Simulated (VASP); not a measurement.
GaPPt5, 7 atoms in the cell. The structure is tetragonal, space group P4/mmm (No. 123). Conventional cell: a = 3.918 Å, b = 3.918 Å, c = 6.885 Å, α = 90.00°, β = 90.00°, γ = 90.00°. Ga (site symmetry 4/mmm) is surrounded by 12 Pt at 2.77 to 2.80 Å. P (site symmetry 4/mmm) is surrounded by 8 Pt at 2.43 Å. Pt (site symmetry 2mm) has 2 P at 2.43 Å and 6 Pt at 2.77 to 2.80 Å and 2 Ga at 2.80 Å as nearest neighbours. Pt (site symmetry 4/mmm) has 4 Ga at 2.77 Å and 8 Pt at 2.80 Å as nearest neighbours. The cell comes from a database or a generator and needn't be the stable form of this composition.

* Program: VASP 6.6.1
* Task: relaxation of cell and atoms
* Functional: PBEsol
* Potentials or basis: VASP PAW PBE potentials, release 64 (Ga_d, P, Pt)
* Cutoff: 600 eV
* k mesh: 10 × 10 × 6
* Occupations: methfessel-paxton, width 0.1 eV
* Spin: no spin polarisation
* Further INCAR settings: ALGO = Normal; EDIFF = 1e-06; IBRION = 2; EDIFFG = -0.01; NSW = 90; ISIF = 3

Potentials or basis: VASP PAW PBE potentials, release 64 (Ga_d, P, Pt).

Command:

```sh
$ cat potpaw_PBE.64/Ga_d/POTCAR potpaw_PBE.64/P/POTCAR potpaw_PBE.64/Pt/POTCAR > POTCAR
$ mpirun -np 2 vasp_std > vasp.out
```

Hardware: 2 MPI ranks on AMD EPYC 9R45 96-Core Processor (Zen 5), on a shared host.

Task: How long does it take, and how much memory?

Result: It took 6.4 min on 2 MPI ranks on AMD EPYC 9R45 96-Core Processor (Zen 5) (shared host), peak memory 0.49 GiB a rank. Counts: scf iterations 47, k points 84, ion steps 6.
